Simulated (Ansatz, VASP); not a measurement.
**Co: VASP beside Ansatz**

Wanted: the spread between two codes on one cell, functional and k mesh. The cell is taken from a series of runs on this material, whose earlier steps may have relaxed or scaled it; both programs get it as it stands.

Method: plane waves, with VASP 6.6.1 beside it; single point at PBEsol, in Ansatz 0.2.0.

### 1. Set-up

Symmetry: P6_3/mmc, No. 194, hexagonal system. The conventional cell has a = 2.454 Å, b = 2.454 Å, c = 3.961 Å, α = 90.00°, β = 90.00°, γ = 120.00°. Nearest to Co lie 12 Co at 2.44 to 2.45 Å.

### 2. Ansatz: single point, PBEsol

Ansatz runs on its default PAW (the set named soft_2) files.

A single point gives forces, pressure and levels at one fixed geometry, so differences don't come from the geometry; what else differs is listed under the comparison.

input.yaml reads:

```yaml
crystal:
  lattice:
    - [2.4542057504, 0.0, 0.0]
    - [-1.2271028752, 2.1254045259, 0.0]
    - [0.0, 0.0, 3.9612984652]
  atoms:
    - { symbol: Co, position: [0.0, 0.0, 0.0], spin: 1.5 }
    - { symbol: Co, position: [0.3333333333, 0.6666666667, 0.5], spin: 1.5 }
hamiltonian:
  xc: pbesol
  pseudopotentials: { kind: paw }
magnetization:
  spin_polarized: true
kpoints:
  mp_grid: { grid: [36, 36, 20] }
scf:
  occupations: { method: fermi_dirac, width: 0.075 }
  n_extra_bands: 7
output:
  forces: true
  stress: true
  eigenvalues: true
```

Started as:

```
$ ansatz run input.yaml --threads 2 --pin off --max-ram 4608MiB --backend cpu --events-out ev --progress --plain --runs-dir out
```

Numbers of over 12 decimals in the logs are rounded to 6 here.

Log:

```text
scf.n_extra_bands = 7 over 17 filled bands (N_el = 34.0): the run solves 24 bands
Engine: ansatz 0.2.0, aarch64-unknown-linux-gnu
Pseudopotentials: kind: paw
Pseudopotential: Co, paw, valence charge 17, recommended cutoff 420 eV (normal), Co.paw.azcp
Functional definition: PBEsol
  exchange = pbesol_x
  correlation = pbesol_c
Crystal: 2 atoms, lattice volume = 20.663 Å³
Basis set: ecut = 420 eV, 391 PW (Γ), exchange–correlation on 36×36×54 points (8 copies of the dense FFT grid, shifted against one another)
Bands: 24, of which v1, the nominal top of the filled ones, is band 17 counted from 1 (16 counted from 0)
Symmetry: 24 space group operations
Space group: P63/mmc (ITA 194), of the structure as read, at distance tolerance 2.7e-5 Å
Magnetic group: BNS 194.263 (UNI 1493), of the structure as read, at distance tolerance 2.7e-5 Å
k-points: 1397 of 25920
Non-local potential: Co, projectors of the file, l = 0: 3, l = 1: 2, l = 2: 3, l = 3: 1
PAW form: soft (Blöchl's): semilocal exchange-correlation on the pseudo side does not see the compensation charge
PAW frozen core: Co, regenerated for the run's functional, and the local potential with it (the file was generated under x = pbe(κ = 0.804, μ = 0.219515), c = pbe(β = 0.066725))
PAW one-centre angular grid: Co, 590 points (default); XC on 64 Gauss nodes
Initial density: superposition of atomic densities (chi_scale 0.1, normalization cell)
Starting moments: Σ|m| = 3 μB on 2 of 2 sites
Initial wavefunctions: pseudopotential atomic-orbital guess
Functional: x = pbesol(κ = 0.804, μ = 0.123457), c = pbesol(β = 0.046)
SCF iter   1: F=—  HF=-10185.748993 eV  |F-HF|=—  |Δ(HF+E_count)|=         —  Δρ=1.37e-1 (↑4.16e-2 ↓1.37e-1)  dr2=3.72e0  dr2_m=4.37e-1  M=3.090 μB ∫|m|=3.205 μB  β_m=0.30  ethr=3.10e-3  ⟨swp⟩=5.3  Hψ=250250  notcnv=0
Mixer restart at iter 1: flushing history
preconditioner: auto → none  [metal: Δε(μ)=0.001 eV  Ē_g=10.787 eV  σ=0.075 eV  W_gap=0.00  n_scr=8 (ndim 8)  ℏωp=34.7 eV  f_vac=0.000  D(μ)=2.35/eV (n_scr^D=34)  sad-step TF]
SCF iter   2: F=—  HF=-10184.517511 eV  |F-HF|=—  |Δ(HF+E_count)|=    1.23e0  Δρ=7.27e-2 (↑3.99e-2 ↓7.27e-2)  dr2=2.34e-1  dr2_m=5.81e-1  M=3.284 μB ∫|m|=3.446 μB  β_m=0.39  ethr=3.10e-3  ⟨swp⟩=2.6  Hψ=142109  notcnv=0  defer=2118
SCF iter   3: F=—  HF=-10185.199841 eV  |F-HF|=—  |Δ(HF+E_count)|=   6.82e-1  Δρ=3.65e-2 (↑3.65e-2 ↓2.38e-2)  dr2=1.41e-2  dr2_m=1.69e-1  M=3.252 μB ∫|m|=3.457 μB  β_m=0.59  ethr=6.87e-4  ⟨swp⟩=2.2  Hψ=92734  notcnv=0  defer=2130
SCF iter   4: F=—  HF=-10185.852924 eV  |F-HF|=—  |Δ(HF+E_count)|=   6.53e-1  Δρ=2.55e-2 (↑2.55e-2 ↓4.99e-3)  dr2=1.05e-1  dr2_m=2.01e-2  M=3.187 μB ∫|m|=3.430 μB  β_m=0.79  ethr=4.14e-5  ⟨swp⟩=2.0  Hψ=132417  notcnv=0  defer=2133
SCF iter   5: F=—  HF=-10186.000337 eV  |F-HF|=—  |Δ(HF+E_count)|=   1.47e-1  Δρ=6.05e-3 (↑3.17e-3 ↓6.05e-3)  dr2=8.47e-4  dr2_m=3.99e-3  M=3.137 μB ∫|m|=3.402 μB  β_m=0.90  ethr=4.14e-5  ⟨swp⟩=2.1  Hψ=134600  notcnv=0  defer=2158
SCF iter   6: F=—  HF=-10186.001073 eV  |F-HF|=—  |Δ(HF+E_count)|=   7.36e-4  Δρ=2.35e-3 (↑2.35e-3 ↓1.96e-3)  dr2=2.27e-3  dr2_m=7.49e-6  M=3.133 μB ∫|m|=3.408 μB  β_m=0.83  ethr=2.49e-6  ⟨swp⟩=2.7  Hψ=124304  notcnv=0  defer=2156
SCF iter   7: F=—  HF=-10186.000839 eV  |F-HF|=—  |Δ(HF+E_count)|=   2.35e-4  Δρ=2.11e-4 (↑2.11e-4 ↓1.37e-4)  dr2=1.27e-5  dr2_m=3.88e-7  M=3.135 μB ∫|m|=3.409 μB  β_m=0.91  ethr=2.49e-6  ⟨swp⟩=2.1  Hψ=93829  notcnv=0  defer=2156
SCF iter   8: F=—  HF=-10186.000838 eV  |F-HF|=—  |Δ(HF+E_count)|=   8.71e-7  Δρ=6.72e-5 (↑3.41e-5 ↓6.72e-5)  dr2=9.19e-7  dr2_m=7.57e-8  M=3.135 μB ∫|m|=3.409 μB  β_m=0.94  ethr=3.72e-8  ⟨swp⟩=2.1  Hψ=113039  notcnv=0  defer=2156
SCF iter   9: F=—  HF=-10186.000838 eV  |F-HF|=—  |Δ(HF+E_count)|=   7.67e-9  Δρ=1.43e-5 (↑1.43e-5 ↓9.49e-6)  dr2=6.59e-8  dr2_m=1.20e-9  M=3.135 μB ∫|m|=3.409 μB  β_m=0.97  ethr=2.70e-9  ⟨swp⟩=2.6  Hψ=93109  notcnv=0  defer=2156
SCF iter  10: F=-10186.000838 eV  HF=-10186.000838 eV  |F-HF|=1.41e-9  |Δ(HF+E_count)|=   3.86e-9  Δρ=2.13e-6 (↑1.81e-6 ↓2.13e-6)  dr2=1.28e-9  dr2_m=1.21e-11  M=3.135 μB ∫|m|=3.409 μB  ethr=1.94e-10  ⟨swp⟩=4.9  Hψ=232641  notcnv=0
SCF 1 converged in 10 iterations: F = -10186.000838 eV  dr2 = 1.28e-9
  greatest PAW one-centre occupation: 1.001 electrons in one spin orbital (limit 2), on the Co atom at site 1 (counted from 0), in its partial waves of l = 1
the search or the solves at the SCF's close seem to have found levels that the self-consistency loop had missed (the run counts 1). By its estimate they hold under 1e-12 electrons; where the run keeps them, the occupations were computed again with them
SCF converged after 10 iterations
Magnetization: 3.1352 μB (18.5676 up, 15.4324 down)
Absolute magnetization: 3.4106 μB (∫|ρ↑−ρ↓|, with the PAW one-centre terms)
Spin contamination: 0.0452 ħ² per cell (⟨S²⟩ above its minimum at these occupations)
Per-site moments (μB) at R_I (Å): [(1.631367, 1.004561), (1.631367, 1.004561)]
Free energy (F): -10186.000838 eV
Harris-Foulkes:  -10186.000838 eV  (|F-HF|=1.41e-9)
Internal energy: -10185.969320 eV  (E = F + TS)
E sigma→0 (E₀):  -10185.985079 eV
Entropy (-TS):   -0.031518 eV (-15.759 meV/atom)
Fermi energy:    19.626230 eV
--- Per-component energies (eV) ---
  E_band       = -454.838869
  E_kinetic    = 910.438877
  E_local      = -5523.701150  (includes V_loc(G=0)·N_el)
  E_nonlocal   = 911.022267
  E_hartree    = 2315.941754
  E_xc         = -316.551006
  E_vxc        = -410.427323  (∫ρ·V_xc dr)
  E_paw        = -2965.160076  (= ΣΔE_a)
  E_vpaw       = -974.058531  (= ΣTr[D̂ρ^β])
  E_aug_tail   = 0.000111  (compensation charges beyond the density's cutoff)
  E_ewald      = -5518.336936
  E_core_change = 0.376838  (= ΣΔE_core)
  E_smearing   = -0.031518  (= −TS)
  E_closure    = 0.000000  (closes the sum)
  Σ components = -10186.000838   (vs F -10186.000838, Δ=0.00e0)
--- Forces (eV/Å), atoms counted from 1 ---
  atom   1  Co     0.00000000    -0.00000000     0.00000000
  atom   2  Co    -0.00000000     0.00000000     0.00000000
  max |Σ_I F_I| component: 9.25e-18 eV/Å
--- Stress (GPa, compression-positive) ---
        0.853338       0.000000      -0.000000
        0.000000       0.853338      -0.000000
       -0.000000      -0.000000       1.352910
  P = ⅓ Tr σ = 1.0199 GPa (10.199 kbar)
--- Band table (eV; the first three rows and the last of 2794) ---
  k-point 0 ↑: bands = [... 13 lower, 17.3288, 17.3288, 17.7050, 17.7050, 18.9213, 18.9213, 19.3963, 26.3963, ... 3 higher]
  k-point 1 ↑: bands = [... 13 lower, 17.3208, 17.3208, 17.7239, 17.7239, 18.9202, 18.9202, 19.2877, 26.5548, ... 3 higher]
  k-point 2 ↑: bands = [... 13 lower, 17.2976, 17.2976, 17.7768, 17.7768, 18.9163, 18.9163, 18.9924, 27.0014, ... 3 higher]
  k-point 1396 ↓: bands = [... 13 lower, 17.7422, 19.4100, 19.4100, 20.7843, 20.7843, 26.2160, 26.2160, 27.9732, ... 3 higher]
```

The run ends at a pressure of 1.02 GPa.

### 3. VASP: single point, PBEsol

The same cell, functional, mesh and smearing now go to VASP, with its own data sets and cutoff.

Lines of VASP's logs that name or quote its potential files are left out, and so is its time.

INCAR reads:

```
SYSTEM = Co
PREC = Accurate
ENCUT = 400
EDIFF = 1E-06
NELM = 100
ISMEAR = -1
SIGMA = 0.075
LREAL = .FALSE.
ALGO = Normal
GGA = PS
NBANDS = 18
ISPIN = 2
MAGMOM = 1.63 1.63
LASPH = .TRUE.
LMAXMIX = 4
LORBIT = 11
LWAVE = .FALSE.
LCHARG = .FALSE.
KPAR = 2
ISIF = 2
```

POSCAR reads:

```
Co
1.0
    2.4542057504      0.0000000000      0.0000000000
   -1.2271028752      2.1254045259      0.0000000000
    0.0000000000      0.0000000000      3.9612984652
Co
2
Direct
    0.0000000000      0.0000000000      0.0000000000
    0.3333333333      0.6666666667      0.5000000000
```

KPOINTS reads:

```
Automatic mesh
0
Gamma
36 36 20
0 0 0
```

PAW data sets: Co (PBE family, release 64).

Started as:

```
$ mpirun -np 2 vasp_std
```

Log:

```text
[banner, memory and clock lines left out]
running    2 mpi-ranks, on    1 nodes
 distrk:  each k-point on    1 cores,    2 groups
 distr:  one band on    1 cores,    1 groups

 POSCAR found type information on POSCAR Co
 POSCAR found :  1 types and       2 ions
|                                                                             |
|               ----> ADVICE to this user running VASP <----                  |
|                                                                             |
|     You enforced a specific xc type in the INCAR file but a different       |
|     [... a line on the potential file left out ...]
|     I HOPE YOU KNOW WHAT YOU ARE DOING!                                     |
|                                                                             |

 LDA part: xc-table for (Slater+PW92), standard interpolation
 POSCAR, INCAR and KPOINTS ok, starting setup
 FFT: planning ... GRIDC
 FFT: planning ... GRID_SOFT
 FFT: planning ... GRID
 WAVECAR not read
 entering main loop
       N       E                     dE             d eps       ncg     rms          rms(c)
DAV:   1     0.701250276829E+02    0.70125E+02   -0.63850E+03107336   0.106E+03
DAV:   2    -0.150917039476E+02   -0.85217E+02   -0.77202E+02101252   0.209E+02
DAV:   3    -0.179944020643E+02   -0.29027E+01   -0.28213E+01111242   0.496E+01
DAV:   4    -0.180450006492E+02   -0.50599E-01   -0.50563E-01130752   0.542E+00
DAV:   5    -0.180459477817E+02   -0.94713E-03   -0.94705E-03114184   0.631E-01    0.165E+01
DAV:   6    -0.159156870097E+02    0.21303E+01   -0.98337E+00106632   0.663E+01    0.726E+00
DAV:   7    -0.155303270849E+02    0.38536E+00   -0.14594E+00116840   0.233E+01    0.390E+00
DAV:   8    -0.155092419396E+02    0.21085E-01   -0.17998E-02133596   0.134E+00    0.195E+00
DAV:   9    -0.154921535485E+02    0.17088E-01   -0.28198E-03163482   0.909E-01    0.659E-01
DAV:  10    -0.154923738463E+02   -0.22030E-03   -0.48304E-04137850   0.311E-01    0.344E-01
DAV:  11    -0.154922833482E+02    0.90498E-04   -0.18715E-04139482   0.231E-01    0.358E-02
DAV:  12    -0.154922778193E+02    0.55288E-05   -0.16851E-05107484   0.305E-02    0.174E-02
DAV:  13    -0.154922760687E+02    0.17506E-05   -0.21575E-06 86982   0.205E-02    0.119E-02
DAV:  14    -0.154922762412E+02   -0.17243E-06   -0.87761E-07 71610   0.106E-02
   1 F= -.15492276E+02 E0= -.15476291E+02  d E =-.319705E-01  mag=     3.1248
```

Parts of OUTCAR (step 3):

```text
ion  position               nearest neighbor table
   1  0.000  0.000  0.000-   2 2.44   2 2.44   2 2.44   2 2.44   2 2.44   2 2.44
   2  0.333  0.667  0.500-   1 2.44   1 2.44   1 2.44   1 2.44   1 2.44   1 2.44

  LATTYP: Found a hexagonal cell.
 ALAT       =     2.4542057504
 C/A-ratio  =     1.6140857239

 Subroutine GETGRP returns: Found 24 space group operations
 (whereof 12 operations were pure point group operations)

The static configuration has the point symmetry D_3h.
 The point group associated with its full space group is D_6h.

 Found   1397 irreducible k-points:

   k-points           NKPTS =   1397   k-points in BZ     NKDIM =   1397   number of bands    NBANDS=     18

   dimension x,y,z NGX =    16 NGY =   16 NGZ =   28
   dimension x,y,z NGXF=    32 NGYF=   32 NGZF=   56

   ENCUT  =  400.0 eV  29.40 Ry    5.42 a.u.   4.00  4.00  6.46*2*pi/ulx,y,z

   NELECT =      18.0000    total number of electrons

 k-points in reciprocal lattice and weights: Automatic mesh
   0.00000000  0.00000000  0.00000000       0.000
   0.02777778  0.00000000  0.00000000       0.000
   0.05555556  0.00000000  0.00000000       0.000
   0.08333333 -0.00000000  0.00000000       0.000
   0.11111111  0.00000000  0.00000000       0.000
   0.13888889 -0.00000000  0.00000000       0.000
   0.16666667  0.00000000  0.00000000       0.000
   0.19444444  0.00000000  0.00000000       0.000
   0.22222222  0.00000000  0.00000000       0.000
[...]
0.33333333  0.30555556  0.50000000       0.000
   0.33333333  0.33333333  0.50000000       0.000

 average (electrostatic) potential at core
       1 -77.4966       2 -77.4966

 E-fermi :  10.7721

 spin component 1
 k-point     1 :       0.0000    0.0000    0.0000
  band No.  band energies     occupation
    ...
      8       8.8631      1.00000
      9       8.8631      1.00000
     10      10.0653      0.99992
     11      10.0653      0.99992
     12      10.6377      0.85718
     13      17.5941      0.00000
     14      33.0885      0.00000
     15      36.1169      0.00000
     16      36.1169      0.00000
     17      36.3519      0.00000
    ...

 k-point     2 :       0.0278    0.0000    0.0000
  band No.  band energies     occupation
    ...
      7       8.5039      1.00000
      8       8.8495      1.00000
      9       8.8540      1.00000
     10       9.8371      1.00000
     11      10.0694      0.99991
     12      10.8977      0.15774
     13      17.5981      0.00000
     14      32.9281      0.00000
     15      35.2325      0.00000
     16      35.6145      0.00000
    ...

 k-point     3 :       0.0556    0.0000    0.0000
  band No.  band energies     occupation
    ...
      7       8.5403      1.00000
      8       8.8021      1.00000
      9       8.8276      1.00000
     10       9.4884      1.00000
     11      10.0810      0.99990
     12      11.3487      0.00046
     13      17.6104      0.00000
     14      32.3724      0.00000
     15      34.3424      0.00000
     16      34.7761      0.00000
    ...

 k-point     4 :       0.0833   -0.0000    0.0000
  band No.  band energies     occupation
    ...
      7       8.5999      1.00000
      8       8.6928      1.00000
      9       8.7856      1.00000
     10       9.1894      1.00000
     11      10.0987      0.99987
     12      11.8494      0.00000
     13      17.6318      0.00000
     14      31.3892      0.00000
     15      33.7817      0.00000
     16      33.9086      0.00000
    ...

 k-point     5 :       0.1111    0.0000    0.0000
  band No.  band energies     occupation
    ...
      7       8.4809      1.00000
      8       8.6817      1.00000
      9       8.7309      1.00000
     10       8.9998      1.00000
     11      10.1208      0.99983
     12      12.3809      0.00000
     13      17.6636      0.00000
     14      30.1758      0.00000
     15      33.0553      0.00000
     16      33.4131      0.00000
    ...

 k-point     6 :       0.1389   -0.0000    0.0000
  band No.  band energies     occupation
    ...
      7       8.5648      1.00000
      8       8.6664      1.00000
      9       8.7837      1.00000
     10       8.8918      1.00000
     11      10.1451      0.99977
     12      12.9380      0.00000
     13      17.7077      0.00000
     14      28.8877      0.00000
     15      32.2283      0.00000
     16      33.1080      0.00000
    ...

  Total       -0.0787405     -0.0787405     -0.0325533     -0.0000000      0.0000000      0.0000000
  in kB       -6.1054637     -6.1054637     -2.5241536     -0.0000000      0.0000000      0.0000000
  external PRESSURE =      -4.9116937 kB  Pullay stress =       0.0000000 kB

  energy-cutoff  :      400.00
  volume of cell :       20.66
      direct lattice vectors                 reciprocal lattice vectors
     2.454205750  0.000000000  0.000000000     0.407463800  0.235249334  0.000000000
    -1.227102875  2.125404526  0.000000000     0.000000000  0.470498669  0.000000000
     0.000000000  0.000000000  3.961298465     0.000000000  0.000000000  0.252442478

 POSITION                                       TOTAL-FORCE (eV/Angst)
 -----------------------------------------------------------------------------------
      0.00000      0.00000      0.00000         0.000000      0.000000      0.000000
     -0.00000      1.41694      1.98065        -0.000000      0.000000      0.000000
 -----------------------------------------------------------------------------------
    total drift:                                0.000000     -0.000000     -0.000000

  FREE ENERGIE OF THE ION-ELECTRON SYSTEM (eV)
  ---------------------------------------------------
  free  energy   TOTEN  =       -15.4922762412 eV

  energy  without entropy=      -15.4603057761  energy(sigma->0) =      -15.47629101

 total charge
# of ion       s       p       d       tot
------------------------------------------
    1        0.510   0.569   7.290   8.369
    2        0.510   0.569   7.290   8.369
--------------------------------------------------
tot          1.020   1.137  14.580  16.738

 magnetization (x)
# of ion       s       p       d       tot
------------------------------------------
    1       -0.015  -0.052   1.635   1.568
    2       -0.015  -0.052   1.635   1.568
--------------------------------------------------
tot         -0.030  -0.103   3.270   3.137

[... 6 further parts left out ...]
```

The magnetic state follows from one typed start and may not be the lowest.

### 4. Side by side

Known differences besides the PAW data sets themselves: VASP starts from the moments at which Ansatz ended; the data sets hold 34 valence electrons in Ansatz (default PAW (the set named soft_2) files) and 18 in VASP; the cutoff is 420 eV in Ansatz and 400 eV in VASP; Ansatz makes its cores anew for this functional, VASP keeps those of its PBE data sets; site moments are counted in spheres of each program's own size. Total energies have different zeros and are not compared.

Compared:

```csv
quantity,Ansatz,VASP,difference
pressure (GPa),1.02,-0.49,+1.51
total moment (μB),3.14,3.12,+0.01
moment on Co1 (μB),1.63,1.57,+0.06
moment on Co2 (μB),1.63,1.57,+0.06
```

Ansatz's pressure holds a Pulay correction of 0.21 GPa; VASP's holds none.

### 5. Looking for the cause

The difference is large enough to ask for its cause, so further runs change the set-up of one program at a time, as the table lists.

```csv
run,difference in pressure (GPa)
as above,1.5
VASP with the data sets Co_sv_GW and a cutoff of 620 eV,3.8
```

### 6. Results

```yaml
difference_in_pressure_single_point_pbesol: 1.5 GPa
```

In words: The difference in pressure is 1.5 GPa (single point, PBEsol), beyond the 1 GPa picked in this series as the mark of a large difference. For single point, PBEsol: no further run halves the difference in pressure (one raises it to 3.8 GPa). Differences of this kind measure data sets and numerical settings, not the functional's error against experiment.

[Lines on the potential files, build, host, timing and source positions are cut from VASP's logs without a mark.]

[Logs are printed without paths, hosts, clocks, repeated set-up lines and the standing remarks that a program may print on its own settings, such as how far it seeks lower states.]

[Hosts, paths, dates, database ids (printed as entryN), source tags and the programs' standing remarks are cut or masked in the printed files.]
